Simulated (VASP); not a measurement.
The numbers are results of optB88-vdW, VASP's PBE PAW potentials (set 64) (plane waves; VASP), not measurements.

A VASP calculation is set up with these files.

### POSCAR
```
SnSe2
1
    3.8997584903     0.0000000000     0.0000000000
   -1.9498792451     3.3772901479     0.0000000000
    0.0000000000     0.0000000000     6.1375228232
Sn Se
1 2
Direct
  0.0000000000   0.0000000000   0.0000000000
  0.3333330000   0.6666670000   0.2500000000
  0.6666670000   0.3333330000   0.7500000000
```

**INCAR**
```
# general
SYSTEM   = SnSe2
PREC     = Normal
ENCUT    = 400
LREAL    = .FALSE.   # projection in real space or not
LASPH    = .TRUE.   # aspherical one-centre terms

# electronic loop
EDIFF    = 1E-5
NELM     = 100   # most electronic steps
NELMIN   = 4
ALGO     = Fast
LMAXMIX  = 4   # l cut-off of mixed one-centre charges

# smearing
ISMEAR   = 0   # Gaussian
SIGMA    = 0.05   # width (eV)

# functional
GGA      = BO
LUSE_VDW = .TRUE.
AGGAC    = 0.0
PARAM1   = 0.1833333333
PARAM2   = 0.22

# ions
IBRION   = 2   # conjugate gradients
NSW      = 20
ISIF     = 2
EDIFFG   = -0.03   # ionic stop

# output
LWAVE    = .FALSE.
LCHARG   = .FALSE.
```

### KPOINTS
```
Automatic mesh
0
G
  9 9 5
0 0 0
```

POTCAR, in this order: Sn_d Se (PBE.64 set). Program: vasp_std.

Output

### OSZICAR
```
       N       E                     dE             d eps       ncg     rms          rms(c)
DAV:   1     0.183817219891E+03    0.18382E+03   -0.10877E+04  1708   0.143E+03
DAV:   2     0.129227673562E+02   -0.17089E+03   -0.16787E+03  1908   0.344E+02
DAV:   3    -0.502431677236E+01   -0.17947E+02   -0.17476E+02  2150   0.112E+02
DAV:   4    -0.555367667976E+01   -0.52936E+00   -0.52888E+00  2110   0.204E+01
DAV:   5    -0.556586393910E+01   -0.12187E-01   -0.12186E-01  2501   0.309E+00    0.454E+00
RMM:   6    -0.526765045036E+01    0.29821E+00   -0.48644E-01  1884   0.532E+00    0.275E+00
RMM:   7    -0.525921722813E+01    0.84332E-02   -0.25146E-01  1754   0.246E+00    0.113E+00
RMM:   8    -0.525777382823E+01    0.14434E-02   -0.25534E-02  1925   0.181E+00    0.135E-01
RMM:   9    -0.525787153286E+01   -0.97705E-04   -0.61052E-03  1920   0.717E-01    0.831E-02
RMM:  10    -0.525792060586E+01   -0.49073E-04   -0.14495E-03  2028   0.366E-01    0.414E-02
RMM:  11    -0.525794299812E+01   -0.22392E-04   -0.27546E-04  1964   0.146E-01    0.176E-02
RMM:  12    -0.525794816794E+01   -0.51698E-05   -0.70195E-05  1832   0.756E-02
   1 F= -.52579482E+01 E0= -.52579482E+01  d E =-.525795E+01
       N       E                     dE             d eps       ncg     rms          rms(c)
DAV:   1    -0.527886488989E+01   -0.20922E-01   -0.15792E+00  1793   0.574E+00    0.325E-01
RMM:   2    -0.528492626425E+01   -0.60614E-02   -0.72140E-02  1822   0.141E+00    0.942E-02
RMM:   3    -0.528573222734E+01   -0.80596E-03   -0.85412E-03  1927   0.598E-01    0.828E-02
RMM:   4    -0.528576088823E+01   -0.28661E-04   -0.13448E-03  1829   0.263E-01    0.274E-02
RMM:   5    -0.528578356971E+01   -0.22681E-04   -0.29501E-04  1791   0.125E-01    0.174E-02
RMM:   6    -0.528578623047E+01   -0.26608E-05   -0.67231E-05  1680   0.587E-02
   2 F= -.52857862E+01 E0= -.52857862E+01  d E =-.278381E-01
       N       E                     dE             d eps       ncg     rms          rms(c)
DAV:   1    -0.528889197788E+01   -0.31084E-02   -0.22319E+00  1722   0.679E+00    0.383E-01
RMM:   2    -0.529704905635E+01   -0.81571E-02   -0.97437E-02  1821   0.167E+00    0.109E-01
RMM:   3    -0.529805572313E+01   -0.10067E-02   -0.10822E-02  1941   0.699E-01    0.946E-02
RMM:   4    -0.529809595571E+01   -0.40233E-04   -0.17587E-03  1837   0.312E-01    0.342E-02
RMM:   5    -0.529812534954E+01   -0.29394E-04   -0.40255E-04  1778   0.149E-01    0.215E-02
RMM:   6    -0.529812896393E+01   -0.36144E-05   -0.90426E-05  1781   0.706E-02
   3 F= -.52981290E+01 E0= -.52981290E+01  d E =-.401808E-01
```

**OUTCAR**
```
------------------------ aborting loop because EDIFF is reached ----------------------------------------
  FORCE on cell =-STRESS in cart. coord.  units (eV):
  Direction    XX          YY          ZZ          XY          YZ          ZX
  --------------------------------------------------------------------------------------
  Total       -0.1202930     -0.1202930      0.0013068     -0.0000000      0.0000000      0.0000000
  in kB       -2.3842499     -2.3842502      0.0259015     -0.0000000      0.0000000      0.0000000
  external PRESSURE =      -1.5808662 kB  Pullay stress =       0.0000000 kB
  volume of cell :       80.83
      direct lattice vectors                 reciprocal lattice vectors
     3.899758490  0.000000000  0.000000000     0.256426136  0.148047689  0.000000000
    -1.949879245  3.377290148  0.000000000     0.000000000  0.296095377  0.000000000
     0.000000000  0.000000000  6.137522823     0.000000000  0.000000000  0.162932184
 POSITION                                       TOTAL-FORCE (eV/Angst)
 -----------------------------------------------------------------------------------
      0.00000      0.00000      0.00000         0.000000      0.000000      0.000000
     -0.00000      2.25153      1.59902         0.000000     -0.000000      0.017271
      1.94988      1.12576      4.53851        -0.000000      0.000000     -0.017271
 -----------------------------------------------------------------------------------
    total drift:                                0.000000      0.000000      0.000000
  FREE ENERGIE OF THE ION-ELECTRON SYSTEM (eV)
  ---------------------------------------------------
  free  energy   TOTEN  =        -5.2981289639 eV

  energy  without entropy=       -5.2981289639  energy(sigma->0) =       -5.29812896

 reached required accuracy - stopping structural energy minimisation
```
(Selected blocks of OUTCAR.)

CONTCAR:
```
SnSe2
   1.00000000000000
     3.8997584903000000    0.0000000000000000    0.0000000000000000
    -1.9498792451000000    3.3772901479000002    0.0000000000000000
     0.0000000000000000    0.0000000000000000    6.1375228232000003
  Sn              Se
     1     2
Direct
     0.0000000000000000    0.0000000000000000    0.0000000000000000
     0.3333330000000032    0.6666669999999968    0.2605310334237335
     0.6666669999999968    0.3333330000000032    0.7394689665762664
```

The compound is SnSe2 in the 1T layered structure. This run relaxes the ions in a fixed cell. Symmetry was kept, so distortions that lower it aren't found.
